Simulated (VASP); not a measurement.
Runs of VASP 6.6.1 on Co. It takes space group P6_3/mmc (No. 194, hexagonal). Conventional cell: a = 2.507 Å, b = 2.507 Å, c = 4.070 Å, α = 90.00°, β = 90.00°, γ = 120.00°. Around Co (site symmetry -6m2) lie 12 Co at 2.50 to 2.51 Å. 

```csv
level,potentials or basis,k mesh,cutoff (eV),mesh quality,gap on the mesh (eV),pressure (GPa),moment (μB)
LDA,"VASP PAW LDA potentials, release 64 (Co)",15 × 15 × 8,520,not flagged,none,-22.0,3.18
PBEsol,"VASP PAW PBE potentials, release 64 (Co)",15 × 15 × 8,520,not flagged,none,-14.1,3.27
LDA,"VASP PAW LDA potentials, release 64 (Co)",5 × 5 × 3,300,coarse,none,-,(a)
PBEsol,"VASP PAW PBE potentials, release 64 (Co)",15 × 15 × 8,300,not flagged,none,-,3.27
PBEsol,"VASP PAW PBE potentials, release 64 (Co)",5 × 5 × 3,520,coarse,none,-12.1,(b)
```

Alike in all rows: task electric field gradients; spin collinear, ferromagnetic start; cell as given; smearing fermi-dirac 0.05 eV.

Task: Estimate the missing entries.

Result: (a) 3.42; (b) 3.57.

Caveats: some runs use coarse meshes; the PAW data sets were made with another functional, which shifts forces and pressure a little (some runs); the cutoff is under 1.25 times the usual one of these potentials, so pressure, stress and relaxed cells hold a basis-set (Pulay) error (some runs); so large a pressure means that the cell lies far from this level's equilibrium, or that cutoff or potentials fall short (some runs).

A k mesh can miss the band edges.

A gap of «none» marks a metal or a gap under the smearing width.

Not every run made on this cell is shown here.
